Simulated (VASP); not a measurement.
# LiH12ClO6 in VASP: notebook, part 3 of 3

VASP 6.6.1.

## Step 4: Single point, PBE+D3(BJ)

INCAR reads:

```
ALGO = Normal
EDIFF = 1E-7
ENCUT = 520
GGA = PE
ISIF = 2
ISMEAR = -1
IVDW = 12
LASPH = True
LCHARG = False
LREAL = Auto
LWAVE = False
NBANDS = 45
NELM = 60
PREC = Accurate
SIGMA = 0.02
```

KPOINTS reads:

```
k-points
0
Gamma
  1 1 1
```

POSCAR reads:

```
LiH12ClO6
1.0
    6.2692210000      0.0000000000      0.0000000000
    0.0000000000      6.2692210000      0.0000000000
    0.0000000000      0.0000000000      6.2692210000
O H Li Cl
6 12 1 1
Direct
    0.2805452224      0.8157791853      0.7338232294
    0.5002854422      0.1461266081      0.4875884899
    0.8348884176      1.0128531121      0.7306330404
    0.1057069132      0.6625065538      0.3856300488
    0.8502810796      0.5826082698      0.7395655696
    0.7380342789     -0.1842812688      0.1992432553
    0.2000886554      0.9575192835      0.7988392816
    0.2332347193      0.6973753198      0.8324319720
    0.6034561551      0.2500789173      0.5072879071
    0.3822324975      0.2068997089      0.3631392162
    0.9704235981      1.0808838929      0.6950145800
    0.8975437299      0.9072100026      0.8264184657
    0.1913475374      0.8092233469      0.3995392729
    0.1550112845      0.5883665610      0.2604470316
    0.8922958690      0.4498804556      0.8062564711
    0.9660530391      0.6129469674      0.6371605021
    0.7018894373     -0.0533240095      0.2542421140
    0.8643019603     -0.2006150365      0.2782323354
    0.5894990781      0.7307606479      0.6360598869
    0.2114616792      0.2984900357      1.0533206598
```

Potentials or basis: VASP PAW PBE potentials, release 64 (O, H, Li_sv, Cl).

Started as:

```bash
$ cat potpaw_PBE.64/O/POTCAR potpaw_PBE.64/H/POTCAR potpaw_PBE.64/Li_sv/POTCAR potpaw_PBE.64/Cl/POTCAR > POTCAR
$ mpirun -np 1 vasp_gam > vasp.out
```

OUTCAR:

```text
EDIFF = 1E-7
   ENCUT = 520
   GGA = PE
   ISIF = 2
   ISMEAR = -1
   IVDW = 12
   LASPH = True
   LREAL = Auto
   NELM = 60
   PREC = Accurate
 IVDW          = 12

 ion  position               nearest neighbor table
   1  0.281  0.816  0.734-   8 1.01   7 1.10  19 2.10
   2  0.500  0.146  0.488-   9 0.93  10 1.14
   3  0.835  0.013  0.731-  12 0.98  11 0.98
   4  0.106  0.663  0.386-  14 0.96  13 1.07
   5  0.850  0.583  0.740-  15 0.97  16 0.99  19 1.99
   6  0.738  0.816  0.199-  17 0.92  18 0.94
   7  0.200  0.958  0.799-   1 1.10
   8  0.233  0.697  0.832-   1 1.01
   9  0.603  0.250  0.507-   2 0.93
  10  0.382  0.207  0.363-   2 1.14
  11  0.970  0.081  0.695-   3 0.98
  12  0.898  0.907  0.826-   3 0.98
  13  0.191  0.809  0.400-   4 1.07
  14  0.155  0.588  0.260-   4 0.96
  15  0.892  0.450  0.806-   5 0.97
  16  0.966  0.613  0.637-   5 0.99
  17  0.702  0.947  0.254-   6 0.92
  18  0.864  0.799  0.278-   6 0.94
  19  0.589  0.731  0.636-   5 1.99   1 2.10
  20  0.211  0.298  0.053-

  LATTYP: Found a simple cubic cell.
 ALAT       =     6.2692210000

  Lattice vectors:

 A1 = (   6.2692210000,   0.0000000000,   0.0000000000)
 A2 = (   0.0000000000,   6.2692210000,   0.0000000000)
 A3 = (   0.0000000000,   0.0000000000,   6.2692210000)

Analysis of symmetry for initial positions (statically):
=====================================================================
 Subroutine PRICEL returns:
 Original cell was already a primitive cell.

 Routine SETGRP: Setting up the symmetry group for a
 simple cubic supercell.

 Subroutine GETGRP returns: Found  1 space group operations
 (whereof  1 operations were pure point group operations)
 out of a pool of 48 trial point group operations.

The static configuration has the point symmetry C_1 .

Analysis of symmetry for dynamics (positions and initial velocities):
=====================================================================
 Subroutine PRICEL returns:
 Original cell was already a primitive cell.

 Routine SETGRP: Setting up the symmetry group for a
 simple cubic supercell.

 Subroutine GETGRP returns: Found  1 space group operations
 (whereof  1 operations were pure point group operations)
 out of a pool of 48 trial point group operations.

The dynamic configuration has the point symmetry C_1 .

 Subroutine INISYM returns: Found  1 space group operations
 (whereof  1 operations are pure point group operations),
 and found     1 'primitive' translations

----------------------------------------------------------------------------------------

                                     Primitive cell

  volume of cell :     246.4000

  direct lattice vectors                    reciprocal lattice vectors
     6.269221000  0.000000000  0.000000000     0.159509451  0.000000000  0.000000000
     0.000000000  6.269221000  0.000000000     0.000000000  0.159509451  0.000000000
     0.000000000  0.000000000  6.269221000     0.000000000  0.000000000  0.159509451

  length of vectors
     6.269221000  6.269221000  6.269221000     0.159509451  0.159509451  0.159509451

  position of ions in fractional coordinates (direct lattice)
     0.280545222  0.815779185  0.733823229
     0.500285442  0.146126608  0.487588490
     0.834888418  0.012853112  0.730633040
     0.105706913  0.662506554  0.385630049
     0.850281080  0.582608270  0.739565570
     0.738034279  0.815718731  0.199243255
[... 12 lines left out ...]
     0.589499078  0.730760648  0.636059887
     0.211461679  0.298490036  0.053320660

  ion indices of the primitive-cell ions
   primitive index   ion index
                 1           1
                 2           2
                 3           3
                 4           4
                 5           5
                 6           6
[... 12 lines left out ...]
                19          19
                20          20

----------------------------------------------------------------------------------------

 KPOINTS: k-points

Automatic generation of k-mesh.
 Grid dimensions read from file:
 generate k-points for:    1    1    1

 Generating k-lattice:

  Cartesian coordinates                     Fractional coordinates (reciprocal lattice)
     0.159509451  0.000000000  0.000000000     1.000000000  0.000000000  0.000000000
     0.000000000  0.159509451  0.000000000     0.000000000  1.000000000  0.000000000
     0.000000000  0.000000000  0.159509451     0.000000000  0.000000000  1.000000000

  Length of vectors
     0.159509451  0.159509451  0.159509451

  Shift w.r.t. Gamma in fractional coordinates (k-lattice)
     0.000000000  0.000000000  0.000000000

 Subroutine IBZKPT returns following result:
 ===========================================

 Found      1 irreducible k-points:

 Following reciprocal coordinates:
            Coordinates               Weight
  0.000000  0.000000  0.000000      1.000000
   k-points           NKPTS =      1   k-points in BZ     NKDIM =      1   number of bands    NBANDS=     45
   number of dos      NEDOS =    301   number of ions     NIONS =     20
   total plane-waves  NPLWV = 110592
   dimension x,y,z NGX =    48 NGY =   48 NGZ =   48
   dimension x,y,z NGXF=    96 NGYF=   96 NGZF=   96
   ions per type =               6  12   1   1
   NGX,Y,Z   is equivalent  to a cutoff of  12.73, 12.73, 12.73 a.u.
   NGXF,Y,Z  is equivalent  to a cutoff of  25.46, 25.46, 25.46 a.u.
 SYSTEM =  unknown system
   PREC   = accura    normal or accurate (medium, high low for compatibility)
   ISTART =      0    job   : 0-new  1-cont  2-samecut
   ICHARG =      2    charge: 1-file 2-atom 10-const
   ISPIN  =      1    spin polarized calculation?
   LNONCOLLINEAR =      F non collinear calculations
   LSORBIT =      F    spin-orbit coupling
   LASPH  =      T    aspherical Exc in radial PAW
   ENCUT  =  520.0 eV  38.22 Ry    6.18 a.u.  11.66 11.66 11.66*2*pi/ulx,y,z
   NELM   =     60;   NELMIN=  2; NELMDL= -5     # of ELM steps
   EDIFF  = 0.1E-06   stopping-criterion for ELM
   LREAL  =      T    real-space projection
   EDIFFG = 0.1E-05   stopping-criterion for IOM
   NSW    =      0    number of steps for IOM
   IBRION =     -1    ionic relax: 0-MD 1-quasi-New 2-CG
   NFREE  =      0    steps in history (QN), initial steepest desc. (CG)
   ISIF   =      2    stress and relaxation
   ISYM   =      2    0-nonsym 1-usesym 2-fastsym
   POTIM  = 0.5000    time-step for ionic-motion
   TEBEG  =    0.0;   TEEND  =   0.0 temperature during run
   PSTRESS=    0.0 pullay stress
   NELECT =      58.0000    total number of electrons
   NUPDOWN=      -1.0000    fix difference up-down
   EMIN   =  10.00;   EMAX   =-10.00  energy-range for DOS
   EFERMI =   0.00;   METHOD = LEGACY
   ISMEAR =    -1;   SIGMA  =   0.02  broadening in eV -4-tet -1-fermi 0-gaus
   EFERMI_NEDOS =   21; number of points for ismear=-14 and -15
   IALGO  =     38    algorithm
   IMIX   =      4    mixing-type and parameters
     AMIX     =   0.40;   BMIX     =  1.00
     AMIX_MAG =   1.60;   BMIX_MAG =  1.00
  volume/ion in A,a.u.               =      12.32        83.14
  Fermi-wavevector in a.u.,A,eV,Ry     =   1.010812  1.910159 13.901641  1.021742
  Thomas-Fermi vector in A             =   2.143824
   LORBIT       =      0    0 simple, 1 ext, 2 COOP (PROOUT), +10 PAW based schemes
   GGA     = PE    functional components
   LHFCALC =     F    Hartree Fock is set to
   AEXX    =    0.0000 exact exchange contribution
   IVDW    =    12    specifies the selected vdW correction
   LEPSILON=     F    determine dielectric tensor
   LRPA    =     F    only Hartree local field effects (RPA)
 non-spin polarized calculation
  energy-cutoff  :      520.00
  volume of cell :      246.40
 maximum number of plane-waves:      3310
 NGX is ok and might be reduce to    48
   NGX = 23   NGY = 23   NGZ = 23

 number of electron      58.0000002 magnetization

 Free energy of the ion-electron system (eV)
  ---------------------------------------------------
  ext. energy  EPLUGINS =         0.00000000
  ---------------------------------------------------
  free energy    TOTEN  =       -92.21230450 eV

  energy without entropy =      -92.21230450  energy(sigma->0) =      -92.21230450

 E-fermi :  -2.1511     XC(G=0):  -6.6033

 val. band max:       -2.7431899428   @ k =   0.0000   0.0000   0.0000
 cond. band min:       0.6169845892   @ k =   0.0000   0.0000   0.0000
 fundamental gap:      3.3601745320
 Fermi energy:        -2.1511155289

 k-point     1 :       0.0000    0.0000    0.0000
  band No.  band energies     occupation
      1     -47.5226      2.00000
      2     -22.8203      2.00000
      3     -22.4338      2.00000
      4     -22.3051      2.00000
      5     -22.1111      2.00000
      6     -21.8565      2.00000
[... 33 lines left out ...]
     40       6.4847      0.00000
     41       6.8336      0.00000
 [bands above 41 left out]

------------------------ aborting loop because EDIFF is reached ----------------------------------------

 Edisp (eV)   -0.82094

 E8    (eV) :    -0.2001

  FORCE on cell =-STRESS in cart. coord.  units (eV):
  Direction    XX          YY          ZZ          XY          YZ          ZX
  --------------------------------------------------------------------------------------
  -------------------------------------------------------------------------------------
  Total      -1.10117    -2.28594    -2.78014     0.59557     1.37633    -0.25683
  in kB      -7.16019   -14.86396   -18.07745     3.87257     8.94940    -1.67000
  external pressure =      -13.37 kB  Pullay stress =        0.00 kB

 VOLUME and BASIS-vectors are now :
 -----------------------------------------------------------------------------
  energy-cutoff  :      520.00
  volume of cell :      246.40
      direct lattice vectors                 reciprocal lattice vectors
     6.269221000  0.000000000  0.000000000     0.159509451  0.000000000  0.000000000
     0.000000000  6.269221000  0.000000000     0.000000000  0.159509451  0.000000000
     0.000000000  0.000000000  6.269221000     0.000000000  0.000000000  0.159509451

 POSITION                                       TOTAL-FORCE (eV/Angst)
 -----------------------------------------------------------------------------------
      1.75880      5.11430      4.60050        -1.520432      1.668681      2.327717
      3.13640      0.91610      3.05680        -4.654673     -1.058236     -3.120483
      5.23410      0.08058      4.58050         0.941011     -0.001622      0.065298
      0.66270      4.15340      2.41760         1.085137      3.481208      1.056072
      5.33060      3.65250      4.63650        -0.185022     -0.013716     -0.484055
      4.62690      5.11392      1.24910        -0.901678     -2.161435     -1.535534
[... 12 lines left out ...]
      3.69570      4.58130      3.98760         0.018103      0.682769      0.235205
      1.32570      1.87130      0.33428        -0.059918      0.030161     -0.001568
 -----------------------------------------------------------------------------------
    total drift:                                0.002947     -0.004142     -0.004264

  FREE ENERGIE OF THE ION-ELECTRON SYSTEM (eV)
  ---------------------------------------------------
  free  energy   TOTEN  =       -93.0332421736 eV

  energy  without entropy=      -93.0332421736  energy(sigma->0) =      -93.03324217
```

It took 55 s on 1 thread of Intel Xeon Platinum 8259CL at 2.50GHz (Skylake/Cascade Lake), shared host; peak memory 0.3 GiB.

What came out:

```yaml
Free_energy: -93.0332 eV
Largest_force: 5.703 eV/Å
Band_gap_on_the_k_mesh: 3.36 eV, direct
Dispersion_energy_per_atom: -0.041 eV
```

Forces on the atoms (eV/Å):
```
O   -1.520  1.669  2.328
O   -4.655 -1.058 -3.120
O    0.941 -0.002  0.065
O    1.085  3.481  1.056
O   -0.185 -0.014 -0.484
O   -0.902 -2.161 -1.536
H    2.523 -2.694 -0.896
H    0.313  0.834 -0.620
H    1.675  1.972  0.228
H    2.722 -0.941  2.215
H   -0.456  0.631 -0.529
H   -0.893 -0.308  0.553
H   -1.405 -3.026 -0.253
H    0.371 -0.836 -0.991
H   -0.013 -0.226  0.539
H   -0.058 -0.154 -0.363
H   -1.790  3.398  0.805
H    2.290 -1.277  0.770
Li   0.018  0.683  0.235
Cl  -0.060  0.030 -0.002
```

Caveat: the cutoff is under 1.25 times the usual one of these potentials, so pressure, stress and relaxed cells hold a basis-set (Pulay) error. Expect the measured gap to be larger: semilocal functionals such as PBE lack the derivative discontinuity.
